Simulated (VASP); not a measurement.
Consider the following.

```
CELL_PARAMETERS angstrom
      4.98152     0.00000     0.00000
     -2.49076     4.31413     0.00000
      0.00000     0.00000     3.28710
ATOMIC_POSITIONS crystal
  Ce 0.00000 0.00000 0.00000
  Hg 0.33333 0.66667 0.50000
  Hg 0.66667 0.33333 0.50000
```

Computed with PBEsol GGA with spin-orbit coupling, VASP's PBE PAW potentials (set 64) (plane waves; VASP). Settings: 400 eV cut-off, 7×7×8 Γ-centred mesh, Gaussian smearing of 0.050 eV, potentials Ce Hg.

The run has a spin-polarised start.

Q: Give the energies of bands 30 to 43 at the high-symmetry points, in eV from the Fermi level.

A: 
| band | Γ | M | K | A | L | H |
|---|---|---|---|---|---|---|
| 30 | -6.14 | -5.54 | -5.13 | -4.15 | -4.23 | -4.02 |
| 31 | -1.76 | -5.17 | -4.77 | -3.10 | -2.47 | -4.00 |
| 32 | -1.67 | -5.15 | -4.74 | -3.02 | -2.41 | -3.94 |
| 33 | -1.36 | -0.98 | -2.87 | -0.17 | -1.95 | -0.81 |
| 34 | -1.26 | -0.56 | -2.61 | -0.15 | -1.81 | -0.74 |
| 35 | -1.08 | -0.40 | -0.38 | -0.07 | -0.85 | -0.73 |
| 36 | -0.92 | -0.17 | 0.12 | 0.08 | -0.77 | -0.65 |
| 37 | -0.85 | 0.10 | 0.17 | 0.13 | -0.55 | -0.20 |
| 38 | 0.07 | 0.22 | 0.25 | 0.20 | -0.44 | 0.12 |
| 39 | 0.18 | 0.27 | 0.26 | 0.34 | 0.01 | 0.15 |
| 40 | 0.25 | 0.29 | 0.34 | 0.47 | 0.21 | 0.29 |
| 41 | 0.30 | 0.38 | 0.36 | 0.49 | 0.21 | 0.39 |
| 42 | 0.31 | 0.46 | 0.46 | 0.50 | 0.48 | 0.46 |
| 43 | 0.34 | 0.69 | 0.55 | 0.60 | 0.50 | 0.48 |

It has no gap at this level: it comes out as a metal or semimetal.

The structure comes from a computed database's CeHg2 entry (P6/mmm); how it stands against other phases isn't given here. It was relaxed first, which changed the volume by -6 %.
